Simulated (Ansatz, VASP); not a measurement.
# Cross-check of HfSi between VASP and Ansatz

Wanted: the spread between two codes on one cell, functional and k mesh. The cell is generated by rule, not measured, and may not be a known phase. The cell is taken from a series of runs on this material, whose earlier steps may have relaxed, scaled, displaced or heated it; both programs get it as it stands.

Program: Ansatz 0.2.0. Level of theory: plane waves, with VASP 6.6.1 beside it; single point at LDA. Results are calculated unless marked as measured.

The structure was built from a prototype and need not be the compound's stable phase.

### Step 1. The starting structure

It takes space group Pmma (No. 51, orthorhombic). The conventional cell has a = 4.559 Å, b = 3.224 Å, c = 4.559 Å, α = 90.00°, β = 90.00°, γ = 90.00°. Nearest to Hf lie 8 Si at 2.78 to 2.80 Å. Nearest to Si lie 8 Hf at 2.78 to 2.80 Å. Farther neighbours are not listed.

Coordinates:

```cif
data_structure
_symmetry_space_group_name_H-M 'Pmma'
_symmetry_Int_Tables_number 51
_cell_length_a 4.5589
_cell_length_b 3.2236
_cell_length_c 4.5589
_cell_angle_alpha 90.000
_cell_angle_beta 90.000
_cell_angle_gamma 90.000
_cell_volume 67.00
loop_
_atom_site_label
_atom_site_type_symbol
_atom_site_symmetry_multiplicity
_atom_site_Wyckoff_symbol
_atom_site_fract_x
_atom_site_fract_y
_atom_site_fract_z
_atom_site_occupancy
Hf1 Hf 2 e 0.75000 0.00000 0.75526 1
Si1 Si 2 f 0.25000 0.50000 0.74123 1
```

### Step 2. Ansatz: single point, LDA, pair 1

Ansatz runs on its default PAW (the set named soft_2) files.

A single point gives forces, pressure and levels at one fixed geometry, so differences don't come from the geometry; what else differs is listed under the comparison.

Contents of input.yaml:

```yaml
crystal:
  lattice:
    - [-3.2236273898, 0.0, 0.0]
    - [0.0, -3.2236273898, -3.2236273898]
    - [0.0, -3.2236273898, 3.2236273898]
  atoms:
    - { symbol: Hf, position: [0.0, 1.0052621171, 0.0] }
    - { symbol: Hf, position: [0.0, 0.4947378829, 0.5] }
    - { symbol: Si, position: [0.5, -0.008774051, 0.5] }
    - { symbol: Si, position: [0.5, 0.508774051, 0.0] }
kpoints:
  mp_grid: { grid: [12, 8, 8] }
hamiltonian:
  xc: lda
scf:
  occupations: { method: methfessel_paxton, width: 0.15 }
output:
  forces: true
  stress: true
  eigenvalues: true
```

On the command line:

```console
ansatz run input.yaml --threads 4 --pin off --max-ram 7168MiB --backend cpu --events-out ev --progress --plain --runs-dir out
```

Numbers of over 12 decimals in the logs are rounded to 6 here.

The program printed:

```text
Engine: ansatz 0.2.0, aarch64-unknown-linux-gnu
Pseudopotentials: kind: paw
Pseudopotential: Hf, paw, valence charge 26, recommended cutoff 420 eV (normal), Hf.paw.azcp
Pseudopotential: Si, paw, valence charge 4, recommended cutoff 420 eV (normal), Si.paw.azcp
Functional definition: SPW92
  exchange = slater_x
  correlation = pw_c
Crystal: 4 atoms, lattice volume = 66.998 Å³
Basis set: ecut = 420 eV, 1347 PW (Γ)
Bands: 36, of which v1, the nominal top of the filled ones, is band 30 counted from 1 (29 counted from 0)
Symmetry: 8 space group operations
Space group: Pmma (ITA 51), of the structure as read, at distance tolerance 4.1e-5 Å
k-points: 175 of 768
Non-local potential: Hf, projectors of the file, l = 0: 3, l = 1: 2, l = 2: 2, l = 3: 3
Non-local potential: Si, projectors of the file, l = 0: 2, l = 1: 2, l = 2: 2
PAW form: soft (Blöchl's): semilocal exchange-correlation on the pseudo side does not see the compensation charge
PAW frozen core: Hf, regenerated for the run's functional, and the local potential with it (the file was generated under x = pbe(κ = 0.804, μ = 0.219515), c = pbe(β = 0.066725))
PAW frozen core: Si, regenerated for the run's functional, and the local potential with it (the file was generated under x = pbe(κ = 0.804, μ = 0.219515), c = pbe(β = 0.066725))
PAW one-centre angular grid: Hf, 590 points (default); XC on 64 Gauss nodes
PAW one-centre angular grid: Si, 110 points (default); XC on 64 Gauss nodes
Initial density: superposition of atomic densities (neutral atoms: chi_scale 0, normalization atom), corrected by the library's trained network
Initial wavefunctions: pseudopotential atomic-orbital guess
Functional: x = slater, c = lda
SCF iter   1: F=—  HF=-32172.311919 eV  |F-HF|=—  |Δ(HF+E_count)|=         —  Δρ=7.49e-3  dr2=4.30e-2  ethr=1.77e-3  ⟨swp⟩=5.8  Hψ=23002  notcnv=0
preconditioner: auto → Kerker (q_TF=auto, 2.679 Å⁻¹)  [metal: Δε(μ)=0.003 eV  Ē_g=15.767 eV  σ=0.150 eV  W_gap=0.02  n_scr=18 (ndim 8)  ℏωp=33.9 eV  f_vac=0.000  D(μ)=5.42/eV (n_scr^D=62)]
SCF iter   2: F=—  HF=-32172.304715 eV  |F-HF|=—  |Δ(HF+E_count)|=   7.20e-3  S|Δr|=    0.00e0  Δρ=4.23e-3  dr2=1.18e-2  ethr=7.17e-5  ⟨swp⟩=1.6  Hψ=9496  notcnv=0  defer=1
SCF iter   3: F=—  HF=-32172.303408 eV  |F-HF|=—  |Δ(HF+E_count)|=   1.31e-3  S|Δr|=    0.00e0  Δρ=1.35e-3  dr2=1.45e-3  ethr=1.97e-5  ⟨swp⟩=2.0  Hψ=10029  notcnv=0  defer=1
SCF iter   4: F=—  HF=-32172.301975 eV  |F-HF|=—  |Δ(HF+E_count)|=   1.43e-3  S|Δr|=    0.00e0  Δρ=5.19e-4  dr2=1.57e-4  ethr=2.42e-6  ⟨swp⟩=2.0  Hψ=11487  notcnv=0  defer=1
SCF iter   5: F=—  HF=-32172.301944 eV  |F-HF|=—  |Δ(HF+E_count)|=   3.06e-5  S|Δr|=    0.00e0  Δρ=7.22e-5  dr2=2.08e-6  ethr=2.62e-7  ⟨swp⟩=2.0  Hψ=11468  notcnv=0  defer=1
SCF iter   6: F=—  HF=-32172.301944 eV  |F-HF|=—  |Δ(HF+E_count)|=   2.15e-7  S|Δr|=    0.00e0  Δρ=1.42e-5  dr2=1.02e-7  ethr=3.47e-9  ⟨swp⟩=2.1  Hψ=11044  notcnv=0  defer=1
SCF iter   7: F=—  HF=-32172.301944 eV  |F-HF|=—  |Δ(HF+E_count)|=   2.32e-9  S|Δr|=    0.00e0  Δρ=4.97e-6  dr2=1.47e-8  ethr=1.67e-10  ⟨swp⟩=7.0  Hψ=27445  notcnv=0
SCF iter   8: F=-32172.301944 eV  HF=-32172.301944 eV  |F-HF|=4.33e-10  |Δ(HF+E_count)|=   4.07e-8  S|Δr|=    0.00e0  Δρ=1.17e-6  dr2=1.06e-9  ethr=2.45e-11  ⟨swp⟩=4.5  Hψ=21154  notcnv=0
SCF 1 converged in 8 iterations: F = -32172.301944 eV  dr2 = 1.06e-9
  greatest PAW one-centre occupation: 0.998 electrons in one spin orbital (limit 2), on the Hf atom at site 1 (counted from 0), in its partial waves of l = 3
SCF converged after 8 iterations
Stability not checked: this state was not tested for a lower state beside it, because cold or Methfessel-Paxton smearing, or corrected tetrahedra, fill the levels in a way that the test cannot read (fill_not_monotonic; see scf.lower_state_search)
Free energy (F): -32172.301944 eV
Harris-Foulkes:  -32172.301944 eV  (|F-HF|=4.33e-10)
Internal energy: -32172.299105 eV  (E = F + TS)
E sigma→0 (E₀):  -32172.301235 eV
Entropy (-TS):   -0.002839 eV (-0.710 meV/atom)
Fermi energy:    17.570396 eV
Step filling:    the computed levels leave a gap of 0.0008 eV = 0.0 smearing widths at the electron count; against every level under it full and every level over it empty, smearing changes F+E_penalty+E_count by -0.918 meV and its σ→0 estimate by -0.208 meV
--- Per-component energies (eV) ---
  E_band       = 56.296228
  E_kinetic    = 939.796367
  E_local      = -11614.422299  (includes V_loc(G=0)·N_el)
  E_nonlocal   = -2411.378308
  E_hartree    = 5476.805920
  E_xc         = -709.524805
  E_vxc        = -633.696627  (∫ρ·V_xc dr)
  E_paw        = -14343.916656  (= ΣΔE_a)
  E_vpaw       = 2822.383310  (= ΣTr[D̂ρ^β])
  E_aug_tail   = 0.000009  (compensation charges beyond the density's cutoff)
  E_ewald      = -9514.742481
  E_core_change = 5.083147  (= ΣΔE_core)
  E_smearing   = -0.002839  (= −TS)
  E_closure    = 0.000000  (closes the sum)
  Σ components = -32172.301944   (vs F -32172.301944, Δ=0.00e0)
--- Forces (eV/Å), atoms counted from 1 ---
  atom   1  Hf     0.00000000    -0.09451101    -0.09451101
  atom   2  Hf     0.00000000     0.09451101     0.09451101
  atom   3  Si     0.00000000     0.02518665     0.02518665
  atom   4  Si     0.00000000    -0.02518665    -0.02518665
  max |Σ_I F_I| component: 2.08e-17 eV/Å
--- Stress (GPa, compression-positive) ---
        0.264289       0.000000       0.000000
        0.000000      -0.176214      -0.177911
        0.000000      -0.177911      -0.176214
  P = ⅓ Tr σ = -0.0294 GPa (-0.294 kbar)
--- Band table (eV; the first three rows and the last of 175) ---
  k-point 0: bands = [... 26 lower, 15.3397, 15.5838, 15.6100, 18.9414, 18.9550, 19.7195, 19.7284, 19.7391, ... 2 higher]
  k-point 1: bands = [... 26 lower, 15.5326, 15.6056, 16.1365, 18.7551, 18.9899, 19.0070, 19.3439, 19.8722, ... 2 higher]
  k-point 2: bands = [... 26 lower, 15.3931, 15.5201, 17.0138, 17.9612, 18.4041, 18.7378, 19.2434, 20.2625, ... 2 higher]
  k-point 174: bands = [... 26 lower, 14.6520, 14.6520, 15.3654, 15.3654, 18.9576, 18.9576, 18.9608, 18.9608, ... 2 higher]
```

In the SCF lines HF is the Harris–Foulkes energy and dr2 the Hartree energy of the density residual, in eV; the loop may stop once dr2 is under the threshold and the program's other checks hold. Hψ counts applications of the Hamiltonian.

The run ends at a pressure of -0.03 GPa, with forces up to 0.13 eV/Å.

### Step 3. VASP: single point, LDA, pair 1

The same cell, functional (in two slightly different forms), mesh and smearing now go to VASP, with its own data sets.

Lines of VASP's logs that name or quote its potential files are left out, and so is its time.

Contents of INCAR:

```
SYSTEM = HfSi
PREC = Accurate
ENCUT = 500
EDIFF = 1E-06
NELM = 120
ISMEAR = 1
SIGMA = 0.15
LREAL = .FALSE.
ALGO = Normal
GGA = PW92
NBANDS = 20
LASPH = .TRUE.
LORBIT = 11
LWAVE = .FALSE.
LCHARG = .FALSE.
ISIF = 2
GGA_COMPAT = .FALSE.
KPAR = 2
```

Contents of POSCAR:

```
HfSi
1.0
   -3.2236273898      0.0000000000      0.0000000000
    0.0000000000     -3.2236273898     -3.2236273898
    0.0000000000     -3.2236273898      3.2236273898
Hf Si
2 2
Direct
    0.0000000000      0.0052621171      0.0000000000
    0.0000000000      0.4947378829      0.5000000000
    0.5000000000      0.9912259490      0.5000000000
    0.5000000000      0.5087740510      0.0000000000
```

Contents of KPOINTS:

```
Automatic mesh
0
Gamma
12 8 8
0 0 0
```

The projector-augmented-wave data sets are Hf_pv and Si (LDA family, release 64).

On the command line:

```console
mpirun -np 2 vasp_std
```

The program printed:

```text
[banner, memory and clock lines left out]
running    2 mpi-ranks, on    1 nodes
 distrk:  each k-point on    1 cores,    2 groups
 distr:  one band on    1 cores,    1 groups

 POSCAR found type information on POSCAR HfSi
 POSCAR found :  2 types and       4 ions
|                                                                             |
|               ----> ADVICE to this user running VASP <----                  |
|                                                                             |
|     You enforced a specific xc type in the INCAR file but a different       |
|     [... a line on the potential file left out ...]
|     I HOPE YOU KNOW WHAT YOU ARE DOING!                                     |
|                                                                             |

 LDA part: xc-table for (Slater(with rela. corr.)+PW92), standard interpolation
 POSCAR, INCAR and KPOINTS ok, starting setup
 FFT: planning ... GRIDC
 FFT: planning ... GRID_SOFT
 FFT: planning ... GRID
 WAVECAR not read
 entering main loop
       N       E                     dE             d eps       ncg     rms          rms(c)
DAV:   1     0.782369546024E+02    0.78237E+02   -0.14154E+04  7008   0.126E+03
DAV:   2    -0.317381953818E+02   -0.10998E+03   -0.10655E+03  8788   0.276E+02
DAV:   3    -0.359356545864E+02   -0.41975E+01   -0.40530E+01  9028   0.363E+01
DAV:   4    -0.359956310680E+02   -0.59976E-01   -0.59753E-01  8352   0.460E+00
DAV:   5    -0.359965441018E+02   -0.91303E-03   -0.91266E-03  8396   0.529E-01    0.633E+01
DAV:   6    -0.347212530437E+02    0.12753E+01   -0.48209E+00  7716   0.848E+00    0.405E+01
DAV:   7    -0.346141543808E+02    0.10710E+00   -0.57992E-01  8992   0.431E+00    0.348E+00
DAV:   8    -0.346027501353E+02    0.11404E-01   -0.55196E-02  8004   0.113E+00    0.111E+00
DAV:   9    -0.346024181555E+02    0.33198E-03   -0.42303E-03  8888   0.414E-01    0.544E-01
DAV:  10    -0.346023088863E+02    0.10927E-03   -0.41821E-04  8348   0.765E-02    0.769E-02
DAV:  11    -0.346023098145E+02   -0.92821E-06   -0.15557E-05  8204   0.206E-02    0.371E-02
DAV:  12    -0.346023090949E+02    0.71957E-06   -0.14075E-06  5204   0.828E-03
   1 F= -.34602309E+02 E0= -.34601335E+02  d E =-.292346E-02
```

Parts of OUTCAR (step 3):

```text
ion  position               nearest neighbor table
   1  0.000  0.005  0.000-   4 2.78   4 2.78   3 2.79   3 2.79   3 2.79   3 2.79   4 2.80   4 2.80
                             2 3.19   2 3.19   2 3.26   2 3.26
   2  0.000  0.495  0.500-   3 2.78   3 2.78   4 2.79   4 2.79   4 2.79   4 2.79   3 2.80   3 2.80
                             1 3.19   1 3.19   1 3.26   1 3.26
   3  0.500  0.991  0.500-   2 2.78   2 2.78   1 2.79   1 2.79   1 2.79   1 2.79   2 2.80   2 2.80

  LATTYP: Found a simple tetragonal cell.
 ALAT       =     4.5588975747
 C/A-ratio  =     0.7071067812

 Subroutine GETGRP returns: Found  8 space group operations
 (whereof  4 operations were pure point group operations)

The static configuration has the point symmetry C_2v.
 The point group associated with its full space group is D_2h.

 Found    175 irreducible k-points:

   k-points           NKPTS =    175   k-points in BZ     NKDIM =    175   number of bands    NBANDS=     20

   dimension x,y,z NGX =    24 NGY =   36 NGZ =   36
   dimension x,y,z NGXF=    48 NGYF=   72 NGZF=   72

   ENCUT  =  500.0 eV  36.75 Ry    6.06 a.u.   5.88  8.31  8.31*2*pi/ulx,y,z

   NELECT =      28.0000    total number of electrons

 k-points in reciprocal lattice and weights: Automatic mesh
   0.00000000  0.00000000  0.00000000       0.001
   0.08333333  0.00000000  0.00000000       0.003
   0.16666667  0.00000000  0.00000000       0.003
   0.25000000  0.00000000  0.00000000       0.003
   0.33333333  0.00000000  0.00000000       0.003
   0.41666667  0.00000000  0.00000000       0.003
   0.50000000  0.00000000  0.00000000       0.001
   0.00000000  0.12500000  0.00000000       0.003
   0.00000000  0.00000000  0.12500000       0.003
[...]
0.41666667  0.50000000  0.50000000       0.003
   0.50000000  0.50000000  0.50000000       0.001

 average (electrostatic) potential at core
       1 -34.6262       2 -34.6262       3 -83.1354       4 -83.1354

 E-fermi :   7.5371

 k-point     1 :       0.0000    0.0000    0.0000
  band No.  band energies     occupation
    ...
      9       4.5986      2.00000
     10       4.6244      2.00000
     11       5.3222      2.00000
     12       5.5484      2.00000
     13       5.5751      2.00000
     14       8.9105     -0.00000
     15       8.9243     -0.00000
     16       9.6723     -0.00000
     17       9.6812     -0.00000
     18       9.6920     -0.00000
    ...

 k-point     2 :       0.0833    0.0000    0.0000
  band No.  band energies     occupation
    ...
      9       4.4315      2.00000
     10       4.4504      2.00000
     11       5.4387      2.00000
     12       5.5576      2.00000
     13       5.6355      2.00000
     14       9.0918     -0.00000
     15       9.1142     -0.00000
     16       9.2882     -0.00000
     17       9.2926     -0.00000
     18       9.4933     -0.00000
    ...

 k-point     3 :       0.1667    0.0000    0.0000
  band No.  band energies     occupation
    ...
      9       4.0232      2.00000
     10       4.0327      2.00000
     11       4.9482      2.00000
     12       5.8226      2.00000
     13       6.2470      2.00000
     14       8.5921     -0.00000
     15       8.6075     -0.00000
     16       8.7225     -0.00000
     17       9.3700     -0.00000
     18       9.5818     -0.00000
    ...

  Total        0.2027956      0.0006958      0.0006958      0.0000000     -0.0766447      0.0000000
  in kB        4.8495863      0.0166397      0.0166397      0.0000000     -1.8328554      0.0000000
  external PRESSURE =       1.6276219 kB  Pullay stress =       0.0000000 kB

  energy-cutoff  :      500.00
  volume of cell :       67.00
      direct lattice vectors                 reciprocal lattice vectors
    -3.223627390  0.000000000  0.000000000    -0.310209549  0.000000000  0.000000000
     0.000000000 -3.223627390 -3.223627390     0.000000000 -0.155104775 -0.155104775
     0.000000000 -3.223627390  3.223627390     0.000000000 -0.155104775  0.155104775

 POSITION                                       TOTAL-FORCE (eV/Angst)
 -----------------------------------------------------------------------------------
      0.00000     -0.01696     -0.01696         0.000000     -0.094493     -0.094493
      0.00000     -3.20666      0.01696         0.000000      0.094493      0.094493
     -1.61181     -4.80716     -1.58353         0.000000      0.024683      0.024683
     -1.61181     -1.64010     -1.64010         0.000000     -0.024683     -0.024683
 -----------------------------------------------------------------------------------
    total drift:                                0.000000     -0.000000     -0.000000

  FREE ENERGIE OF THE ION-ELECTRON SYSTEM (eV)
  ---------------------------------------------------
  free  energy   TOTEN  =       -34.6023090949 eV

  energy  without entropy=      -34.5993856369  energy(sigma->0) =      -34.60133461

 total charge
# of ion       s       p       d       tot
------------------------------------------
    1        0.351   6.409   1.778   8.538
    2        0.351   6.409   1.778   8.538
    3        0.797   0.889   0.000   1.687
    4        0.797   0.889   0.000   1.687
--------------------------------------------------
tot          2.297  14.598   3.555  20.450

[... 3 further parts left out ...]
```

The run ends at a pressure of 0.16 GPa, with forces up to 0.13 eV/Å.

### Step 4. Differences

Known differences besides the potentials themselves: the data sets hold 60 valence electrons in Ansatz (on its default PAW (the set named soft_2) files) and 28 in VASP; the cutoff is 420 eV in Ansatz and 500 eV in VASP; VASP's log shows a relativistic correction to its local exchange, Ansatz's none. Total energies have different zeros and are not compared.

The two programs side by side:

| quantity | Ansatz | VASP | difference |
| --- | --- | --- | --- |
| pressure (GPa) | -0.03 | 0.16 | -0.19 |

Forces (eV/Å; atoms numbered as in POSCAR):

| atom | Ansatz x, y, z | VASP x, y, z |
| --- | --- | --- |
| Hf1 | 0.000, -0.095, -0.095 | 0.000, -0.094, -0.094 |
| Hf2 | 0.000, 0.095, 0.095 | 0.000, 0.094, 0.094 |
| Si3 | 0.000, 0.025, 0.025 | 0.000, 0.025, 0.025 |
| Si4 | 0.000, -0.025, -0.025 | 0.000, -0.025, -0.025 |

The forces differ by 0.3 meV/Å r.m.s., which is 0.5 % of the r.m.s. force of 0.056 eV/Å (both taken over all components).

### Step 5. Ansatz: single point, LDA, pair 2

With cell and atoms fixed, the geometry can't cause a difference; cores, projectors, grids and the points listed under the comparison can.

The cell is taken from a series of runs on this material, whose earlier steps may have relaxed, scaled, displaced or heated it; both programs get it as it stands.

input.yaml, the sections that differ from step 2:

```yaml
crystal:
  lattice:
    - [-3.2236273898, 0.0, 0.0]
    - [0.0, -3.2236273898, -3.2236273898]
    - [0.0, -3.2236273898, 3.2236273898]
  atoms:
    - { symbol: Hf, position: [0.0, 1.0105242342, 0.0] }
    - { symbol: Hf, position: [0.0, 0.4894757658, 0.5] }
    - { symbol: Si, position: [0.5, -0.0175481021, 0.5] }
    - { symbol: Si, position: [0.5, 0.5175481021, 0.0] }
# kpoints, hamiltonian, scf, output: as in step 2
```

On the command line:

```console
ansatz run input.yaml --threads 4 --pin off --max-ram 7168MiB --backend cpu --events-out ev --progress --plain --runs-dir out
```

The program printed:

```text
[...]
Crystal: 4 atoms, lattice volume = 66.998 Å³
Basis set: ecut = 420 eV, 1347 PW (Γ)
Bands: 36, of which v1, the nominal top of the filled ones, is band 30 counted from 1 (29 counted from 0)
Symmetry: 8 space group operations
[...]
k-points: 175 of 768
[...]
k-point 0: bands = [... 26 lower, 15.3293, 15.5839, 15.6755, 18.9036, 18.9567, 19.7067, 19.7391, 19.7784, ... 2 higher]
  k-point 1: bands = [... 26 lower, 15.5392, 15.6062, 16.1499, 18.7581, 18.9557, 18.9834, 19.3946, 19.8747, ... 2 higher]
  k-point 2: bands = [... 26 lower, 15.4092, 15.5224, 17.0111, 17.9576, 18.4092, 18.7310, 19.2481, 20.2400, ... 2 higher]
  k-point 174: bands = [... 26 lower, 14.6443, 14.6443, 15.4148, 15.4148, 18.9619, 18.9619, 18.9816, 18.9816, ... 2 higher]
[key lines of the parts left out:]
SCF converged after 8 iterations
Free energy (F): -32172.314776 eV
Fermi energy:    17.570623 eV
P = ⅓ Tr σ = -0.1256 GPa (-1.256 kbar)
```

The run ends at a pressure of -0.13 GPa, with forces up to 0.25 eV/Å.

(Part 1 of 2 ends here.)

[Lines on the potential files, build, host, timing and source positions are cut from VASP's logs without a mark.]

[Logs are printed without paths, hosts, clocks, repeated set-up lines and the standing remarks that a program may print on its own settings, such as how far it seeks lower states.]

[Hosts, paths, dates, database ids (printed as entryN), source tags and the programs' standing remarks are cut or masked in the printed files.]
